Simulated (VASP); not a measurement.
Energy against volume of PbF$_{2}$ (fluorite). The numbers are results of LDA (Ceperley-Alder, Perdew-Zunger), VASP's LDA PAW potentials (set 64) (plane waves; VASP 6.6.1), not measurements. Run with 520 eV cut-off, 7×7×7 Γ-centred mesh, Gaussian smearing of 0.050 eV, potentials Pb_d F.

| V (Å³/atom) | E (eV/atom) |
|---|---|
| 15.887 | -5.31312 |
| 16.379 | -5.31818 |
| 16.870 | -5.31500 |
| 17.361 | -5.30498 |

**Question.** Fit these four points and predict the energy of the run at 15.396 Å³/atom.

**Answer.** A cubic in V^(−2/3), the third-order Birch-Murnaghan form, passes through the four points with V0 = 16.42 Å³/atom and B0 = 88 GPa, and gives -5.2982 eV/atom there. The run gave -5.2984 eV/atom, -0.2 meV/atom from the fit; all five points give B0 = 88 GPa.

The compound is PbF2 in the fluorite structure, the β form. It was relaxed first, which changed the volume by -6 %.
